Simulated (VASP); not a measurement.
A convergence study with VASP on MoS2 (2H layered): one setting is varied, all else stays as given below, so the limit is that of these other settings. Each run relaxes cell and ions from the cell shown.

```
MoS2
1.0
    1.58000    -2.73664     0.00000
    1.58000     2.73664     0.00000
    0.00000     0.00000    12.30000
Mo S
2 4
Direct
  0.33333   0.66667   0.25000
  0.66667   0.33333   0.75000
  0.33333   0.66667   0.87900
  0.66667   0.33333   0.37900
  0.66667   0.33333   0.12100
  0.33333   0.66667   0.62100
```

Calculation: LDA (Ceperley-Alder, Perdew-Zunger), VASP's LDA PAW potentials (set 64) (plane waves; VASP). The tightest run used: 550 eV cut-off, 12×12×3 Γ-centred mesh, Gaussian smearing of 0.050 eV, potentials Mo_sv S.

Q: The settings run are 2×2×1 mesh; 3×3×1 mesh; 4×4×1 mesh; 5×5×1 mesh; 6×6×1 mesh; 7×7×2 mesh; 8×8×2 mesh; 9×9×2 mesh; 10×10×2 mesh; 11×11×2 mesh; 12×12×3 mesh. From which on does the relaxed volume stay within 0.02 Å³/atom of the tightest run?

A: From 7×7×2 mesh on: it is off by 0.003 there and by no more than 0.02 in any finer run, while 6×6×1 mesh is off by 0.228.
| setting | relaxed volume (Å³/atom) | E (eV/atom) | irreducible k-points | difference judged (Å³/atom) |
|---|---|---|---|---|
| 2×2×1 mesh | 18.125 | -7.8747 | 2 | 1.128 |
| 3×3×1 mesh | 17.714 | -8.1597 | 3 | 0.718 |
| 4×4×1 mesh | 17.243 | -8.1746 | 4 | 0.247 |
| 5×5×1 mesh | 17.215 | -8.1538 | 5 | 0.219 |
| 6×6×1 mesh | 17.224 | -8.1538 | 7 | 0.228 |
| 7×7×2 mesh | 16.993 | -8.1603 | 16 | 0.003 |
| 8×8×2 mesh | 16.997 | -8.1600 | 20 | 0.001 |
| 9×9×2 mesh | 16.999 | -8.1600 | 24 | 0.003 |
| 10×10×2 mesh | 16.998 | -8.1601 | 28 | 0.002 |
| 11×11×2 mesh | 16.998 | -8.1601 | 32 | 0.002 |
| 12×12×3 mesh | 16.996 | -8.1601 | 38 | 0.000 |

Left out are rungs that failed or repeat a setting and relaxations that didn't move; long series are thinned to 24 rows.

The compound is MoS2 in the 2H layered structure.
